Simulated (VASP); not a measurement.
```yaml
crystal:
  lattice:
    - [4.48175, 0.00000, 0.00000]
    - [-2.24087, 3.88131, 0.00000]
    - [0.00000, 0.00000, 25.50380]
  atoms:
    - { symbol: Bi, position: [0.66667, 0.33333, 0.31368] }
    - { symbol: Bi, position: [0.00000, 0.00000, 0.37630] }
    - { symbol: Bi, position: [0.33333, 0.66667, 0.46869] }
    - { symbol: Bi, position: [0.66667, 0.33333, 0.53131] }
    - { symbol: Bi, position: [0.00000, 0.00000, 0.62370] }
    - { symbol: Bi, position: [0.33333, 0.66667, 0.68632] }
```

These are PBE GGA, VASP's PBE PAW potentials (set 64) (plane waves; VASP) values and carry that method's errors. Numerical set-up: 300 eV cut-off, 5×5×1 Γ-centred mesh, Fermi-Dirac smearing of 0.10 eV, potentials Bi_d.

The cell holds a wide vacuum, so values per volume refer to the whole cell.

Give the energies of bands 37 to 50 at the high-symmetry points, in eV from the Fermi level.

```tsv
band	Γ	M	K
37	-1.27	-4.31	-3.96
38	-0.97	-3.31	-3.77
39	-0.97	-2.67	-3.77
40	-0.90	-2.59	-2.63
41	-0.68	-2.13	-2.63
42	-0.68	-1.99	-2.47
43	-0.46	-1.76	-1.39
44	-0.46	-1.34	-1.39
45	-0.23	-0.82	-1.33
46	-0.21	0.48	1.42
47	1.29	1.34	1.42
48	1.29	1.83	1.58
49	1.39	1.89	3.08
50	2.12	2.63	3.08
```

It has no gap at this level: it comes out as a metal or semimetal.

The cell is a sheet with vacuum, built from a generated structure.
